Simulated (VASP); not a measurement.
Input for VASP

POSCAR:
```
CdS
1.0
  4.1706252377   0.0000000000   0.0000000000
 -2.0853126188   3.6118672300   0.0000000000
  0.0000000000   0.0000000000   6.7732701939
Cd S
2 2
Cartesian
 -0.0000020853   2.4079126906   6.7731509464
  2.0853147042   1.2039545394   3.3865158495
 -0.0000020853   2.4079126906   2.5536421106
  2.0853147042   1.2039545394   5.9402772075
```

### INCAR
```
SYSTEM = CdS
PREC = Accurate
ENCUT = 480
EDIFF = 1E-6
NELM = 100
ALGO = Normal
LREAL = .FALSE.
LASPH = .TRUE.
ISMEAR = 0
SIGMA = 0.05
METAGGA = R2SCAN
LMIXTAU = .TRUE.
LMAXMIX = 4
LWAVE = .FALSE.
LCHARG = .FALSE.
IBRION = 2
ISIF = 3
NSW = 60
EDIFFG = -0.02
```

### KPOINTS
```
K-points
0
gamma
 6 6 3
0 0 0
```

POTCAR, in this order: Cd S (PBE.64 set). Program: vasp_std.

Translate this r2SCAN calculation to Ansatz.

One equivalent input (not run):
Ansatz 0.2 input:
```yaml
crystal:
  lattice:
    - [4.1706252, 0.0000000, 0.0000000]
    - [-2.0853126, 3.6118672, 0.0000000]
    - [0.0000000, 0.0000000, 6.7732702]
  atoms:
    - { symbol: Cd, position: [0.3333330, 0.6666670, 0.9999824] }
    - { symbol: Cd, position: [0.6666670, 0.3333330, 0.4999824] }
    - { symbol: S, position: [0.3333330, 0.6666670, 0.3770176] }
    - { symbol: S, position: [0.6666670, 0.3333330, 0.8770176] }
kpoints:
  mp_grid: { grid: [6, 6, 3] }
hamiltonian:
  xc: r2scan
  pseudopotentials: { kind: paw }
scf:
  occupations: { method: gaussian, width: 0.05 }
  max_iter: 100
relax:
  max_steps: 60
  f_tol: 0.02
  cell: {}
output: { forces: true, stress: true, eigenvalues: true }
```
The two are equivalent in intent, not identical: each code has its own PAW files, so the cut-off isn't converted (ENCUT is set for VASP's; basis.ecutwfc is left out, and Ansatz then takes the one that its files recommend); Ansatz stops its SCF on the density residual and VASP on the energy change (EDIFF).

The compound is CdS in the wurtzite structure. It was relaxed first. The start is the result of an earlier pass.
